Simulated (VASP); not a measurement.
These are PBEsol GGA, VASP's PBE PAW potentials (set 64) (plane waves; VASP) values and carry that method's errors.

The input files of a VASP run:

File KPOINTS:
```
Automatic mesh
0
G
 15 15 15
```

**POSCAR**
```
HfC
1
   -0.0000000000     2.3029243028     2.3029243028
    2.3029243028    -0.0000000000     2.3029243028
    2.3029243028     2.3029243028    -0.0000000000
Hf C
1 1
Direct
  0.0000000000   0.0000000000   0.0000000000
  0.5000000000   0.5000000000   0.5000000000
```

### INCAR
```
ALGO = Fast
EDIFF = 1E-5
EDIFFG = -0.03
ENCUT = 450
GGA = PS
IBRION = 2
ISIF = 2
ISMEAR = 1
LASPH = .True.
LCHARG = .False.
LMAXMIX = 6
LREAL = .False.
LWAVE = .False.
NELM = 100
NELMIN = 4
NSW = 20
PREC = Normal
SIGMA = 0.1
SYSTEM = HfC
```

POTCAR, in this order: Hf_pv C (PBE.64 set). Program: vasp_std.

The run wrote:

**OSZICAR**
```
       N       E                     dE             d eps       ncg     rms          rms(c)
DAV:   1     0.204935893090E+02    0.20494E+02   -0.71838E+03  2656   0.109E+03
DAV:   2    -0.234720951422E+02   -0.43966E+02   -0.41466E+02  3495   0.205E+02
DAV:   3    -0.250596250992E+02   -0.15875E+01   -0.15566E+01  3399   0.303E+01
DAV:   4    -0.250725867625E+02   -0.12962E-01   -0.12951E-01  3134   0.296E+00
DAV:   5    -0.250727495078E+02   -0.16275E-03   -0.16273E-03  3486   0.269E-01    0.612E+01
RMM:   6    -0.221973303381E+02    0.28754E+01   -0.93319E+00  2645   0.161E+01    0.416E+01
RMM:   7    -0.221970189148E+02    0.31142E-03   -0.93307E-01  2673   0.747E+00    0.215E+01
RMM:   8    -0.221971165369E+02   -0.97622E-04   -0.12496E-01  2645   0.250E+00    0.219E+00
RMM:   9    -0.221973250754E+02   -0.20854E-03   -0.41861E-02  2680   0.119E+00    0.126E+00
RMM:  10    -0.221963696751E+02    0.95540E-03   -0.35716E-03  2645   0.480E-01    0.280E-01
RMM:  11    -0.221964145615E+02   -0.44886E-04   -0.67150E-04  2744   0.171E-01    0.360E-02
RMM:  12    -0.221964263037E+02   -0.11742E-04   -0.12153E-04  2219   0.625E-02    0.112E-01
RMM:  13    -0.221964191763E+02    0.71274E-05   -0.41667E-05  2270   0.424E-02
   1 F= -.22196419E+02 E0= -.22196224E+02  d E =-.221964E+02
```

**OUTCAR**
```
------------------------ aborting loop because EDIFF is reached ----------------------------------------
  FORCE on cell =-STRESS in cart. coord.  units (eV):
  Direction    XX          YY          ZZ          XY          YZ          ZX
  --------------------------------------------------------------------------------------
  Total       -0.0606063     -0.0606063     -0.0606063     -0.0000000     -0.0000000      0.0000000
  in kB       -3.9752038     -3.9752038     -3.9752038     -0.0000000     -0.0000000      0.0000000
  external PRESSURE =      -3.9752038 kB  Pullay stress =       0.0000000 kB
  volume of cell :       24.43
      direct lattice vectors                 reciprocal lattice vectors
     0.000000000  2.302924303  2.302924303    -0.217115256  0.217115256  0.217115256
     2.302924303  0.000000000  2.302924303     0.217115256 -0.217115256  0.217115256
     2.302924303  2.302924303  0.000000000     0.217115256  0.217115256 -0.217115256
 POSITION                                       TOTAL-FORCE (eV/Angst)
 -----------------------------------------------------------------------------------
      0.00000      0.00000      0.00000         0.000000      0.000000      0.000000
      2.30292      2.30292      2.30292         0.000000      0.000000     -0.000000
 -----------------------------------------------------------------------------------
    total drift:                               -0.000000      0.000000      0.000000
  FREE ENERGIE OF THE ION-ELECTRON SYSTEM (eV)
  ---------------------------------------------------
  free  energy   TOTEN  =       -22.1964191763 eV

  energy  without entropy=      -22.1958331601  energy(sigma->0) =      -22.19622384

 reached required accuracy - stopping structural energy minimisation
```
(Selected blocks of OUTCAR.)

At this cut-off the stress carries a Pulay error, which pulls relaxed volumes low.

The compound is HfC in the rock salt structure. It was relaxed first.
